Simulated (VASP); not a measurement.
All values below come from vdW-DF-cx, VASP's PBE PAW potentials (set 64) (plane waves; VASP).

VASP input:

**KPOINTS**
```
Automatic mesh
0
Gamma
11 11 6
0 0 0
```

POSCAR:
```
Tb
1
    1.8000000000    -3.1176910000     0.0000000000
    1.8000000000     3.1176910000     0.0000000000
    0.0000000000     0.0000000000     5.6900000000
Tb
2
Direct
  0.3333330000   0.6666670000   0.2500000000
  0.6666670000   0.3333330000   0.7500000000
```

### INCAR
```
LMAXMIX=6   ! l cut-off of mixed one-centre charges
LUSE_VDW=T
LWAVE=F
NELM=100   ! most electronic steps
GGA=CX
AGGAC=0.0
IBRION=2   ! conjugate gradients
LCHARG=F
ENCUT=520
NSW=60
ISMEAR=1   ! Methfessel-Paxton
LREAL=F
ALGO=Normal   ! blocked Davidson
EDIFF=1E-6
EDIFFG=-0.01
SYSTEM=Tb
ISIF=3   ! ions, shape and volume
PREC=Accurate
SIGMA=0.1   ! width (eV)
LASPH=T
```

POTCAR, in this order: Tb_3 (PBE.64 set). Program: vasp_std.

The 4f electrons are frozen in the core of the lanthanide potential, so 4f levels, which can set the real gap, and their magnetism are missing. Energy and stress use the plane-wave basis of the starting cell.

### Question
Predict the energy per atom (σ→0), volume per atom, band gap (on the k-mesh).

### Answer

The energy per atom (σ→0) is -2.220 eV/atom and the band gap (on the k-mesh) is none (metal, semimetal or under 0.01 eV). The volume per atom is 30.58 Å³/atom.

File OSZICAR:
```
...
   5 F= -.44390518E+01 E0= -.44390291E+01  d E =-.125364E-03
       N       E                     dE             d eps       ncg     rms          rms(c)
DAV:   1    -0.443963855785E+01   -0.58669E-03   -0.27178E-02  1674   0.122E+00    0.107E-01
DAV:   2    -0.443927232286E+01    0.36623E-03   -0.47630E-04  1929   0.190E-01    0.647E-02
DAV:   3    -0.443911188800E+01    0.16043E-03   -0.19641E-04  2063   0.110E-01    0.323E-02
DAV:   4    -0.443910987463E+01    0.20134E-05   -0.33586E-05  2136   0.434E-02    0.165E-02
DAV:   5    -0.443910977723E+01    0.97400E-07   -0.74327E-07   887   0.722E-03
   6 F= -.44391098E+01 E0= -.44391082E+01  d E =-.183370E-03
```

The compound is Tb in the hcp structure. This run relaxes it. Symmetry was kept, so distortions that lower it aren't found.
